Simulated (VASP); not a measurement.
All values below come from LDA (Ceperley-Alder, Perdew-Zunger), VASP's LDA PAW potentials (set 64) (plane waves; VASP 6.6.1).

A VASP calculation is set up with these files.

File KPOINTS:
```
Automatic mesh
0
Gamma
7 7 7
0.5 0.5 0.5
```

POSCAR:
```
InPd
1
    3.2718800000     0.0000000000     0.0000000000
    0.0000000000     3.2718800000     0.0000000000
    0.0000000000     0.0000000000     3.2718800000
In Pd
1 1
Direct
 -0.0001540000   0.0017000000  -0.0037840000
  0.5001540000   0.4983000000   0.5037840000
```

**INCAR**
```
! general
SYSTEM  = InPd
PREC    = Accurate
ENCUT   = 300
LREAL   = F
LASPH   = T

! electronic loop
EDIFF   = 1E-6
NELM    = 100
ALGO    = Normal
LMAXMIX = 4

! smearing
ISMEAR  = 1
SIGMA   = 0.1

! ions
ISIF    = 2

! output
LWAVE   = F
LCHARG  = F
```

POTCAR, in this order: In_d Pd (LDA.64 set). Program: vasp_std.

The run wrote:

File OSZICAR:
```
       N       E                     dE             d eps       ncg     rms          rms(c)
DAV:   1     0.122282891676E+03    0.12228E+03   -0.83488E+03  5500   0.135E+03
DAV:   2    -0.576510256196E+01   -0.12805E+03   -0.12464E+03  5370   0.325E+02
DAV:   3    -0.109223187708E+02   -0.51572E+01   -0.51354E+01  6567   0.733E+01
DAV:   4    -0.110077756485E+02   -0.85457E-01   -0.85430E-01  6433   0.849E+00
DAV:   5    -0.110108703530E+02   -0.30947E-02   -0.30947E-02  7475   0.142E+00    0.668E+00
DAV:   6    -0.108130147584E+02    0.19786E+00   -0.53235E-01  5769   0.101E+01    0.316E+00
DAV:   7    -0.107704982679E+02    0.42516E-01   -0.90109E-02  7071   0.533E+00    0.154E+00
DAV:   8    -0.107591977497E+02    0.11301E-01   -0.28658E-02  5825   0.157E+00    0.395E-01
DAV:   9    -0.107580543945E+02    0.11434E-02   -0.19959E-03  6581   0.821E-01    0.712E-02
DAV:  10    -0.107580234860E+02    0.30908E-04   -0.41476E-05  6970   0.968E-02    0.306E-02
DAV:  11    -0.107580204490E+02    0.30370E-05   -0.44717E-06  5709   0.207E-02    0.754E-03
DAV:  12    -0.107580203896E+02    0.59405E-07   -0.23051E-07  3161   0.627E-03
   1 F= -.10758020E+02 E0= -.10757481E+02  d E =-.161751E-02
```

### OUTCAR
```
------------------------ aborting loop because EDIFF is reached ----------------------------------------
  FORCE on cell =-STRESS in cart. coord.  units (eV):
  Direction    XX          YY          ZZ          XY          YZ          ZX
  --------------------------------------------------------------------------------------
  Total       -1.5746288     -1.5757682     -1.5803194     -0.0002178     -0.0054353      0.0004918
  in kB      -72.0272234    -72.0793401    -72.2875230     -0.0099630     -0.2486239      0.0224970
  external PRESSURE =     -72.1313622 kB  Pullay stress =       0.0000000 kB
  volume of cell :       35.03
      direct lattice vectors                 reciprocal lattice vectors
     3.271880000  0.000000000  0.000000000     0.305634681  0.000000000  0.000000000
     0.000000000  3.271880000  0.000000000     0.000000000  0.305634681  0.000000000
     0.000000000  0.000000000  3.271880000     0.000000000  0.000000000  0.305634681
 POSITION                                       TOTAL-FORCE (eV/Angst)
 -----------------------------------------------------------------------------------
      3.27138      0.00556      3.25950         0.003493     -0.038565      0.085607
      1.63644      1.63038      1.64832        -0.003493      0.038565     -0.085607
 -----------------------------------------------------------------------------------
    total drift:                               -0.000110      0.001079     -0.002419
  FREE ENERGIE OF THE ION-ELECTRON SYSTEM (eV)
  ---------------------------------------------------
  free  energy   TOTEN  =       -10.7580203896 eV

  energy  without entropy=      -10.7564028758  energy(sigma->0) =      -10.75748122
```
(Selected blocks of OUTCAR.)

At this cut-off the stress carries a Pulay error, which pulls relaxed volumes low.

The structure comes from a computed database's InPd entry; how it stands against other phases isn't given here. The cell was not relaxed at this level, atoms are displaced from their ideal sites. The electron count is odd and the run is not spin-polarised, which forces a metal.
